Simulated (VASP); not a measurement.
Computed with r2SCAN meta-GGA, VASP's PBE PAW potentials (set 64) (plane waves; VASP).

The input files of a VASP run:

**KPOINTS**
```
Regular mesh
0
Gamma
  9 9 9
```

**POSCAR**
```
WP
1
    0.0000000000     3.1061440000     3.1061440000
    3.1061440000     0.0000000000     3.1061440000
    3.1061440000     3.1061440000     0.0000000000
W P
1 1
Direct
  0.0000000000   0.0000000000   0.0000000000
  0.2500000000   0.2500000000   0.2500000000
```

**INCAR**
```
ALGO=Normal
EDIFF=1E-6
EDIFFG=-0.01
ENCUT=400
IBRION=2
ISIF=3
ISMEAR=1
LASPH=.TRUE.
LCHARG=.FALSE.
LMAXMIX=6
LMIXTAU=.TRUE.
LREAL=.FALSE.
LWAVE=.FALSE.
METAGGA=R2SCAN
NELM=100
NSW=60
PREC=Accurate
SIGMA=0.1
SYSTEM=WP
```

POTCAR, in this order: W_sv P (PBE.64 set). Program: vasp_std.

Q: What will the output report for the number of irreducible k-points (NKPTS), number of bands (NBANDS), largest plane-wave count, number of space-group operations, FFT grid (NGX, NGY, NGZ)?

A: 
| Quantity | Value |
|---|---|
| number of irreducible k-points (NKPTS) | 35 |
| number of bands (NBANDS) | 13 |
| largest plane-wave count | 1113 |
| number of space-group operations | 24 |
| FFT grid (NGX, NGY, NGZ) | 30 × 30 × 30 |

The structure was generated: WP was put into the zinc blende type (F-43m), which need not be its known phase. This run relaxes it. Symmetry was kept, so distortions that lower it aren't found. The electron count is odd and the run is not spin-polarised, which forces a metal.
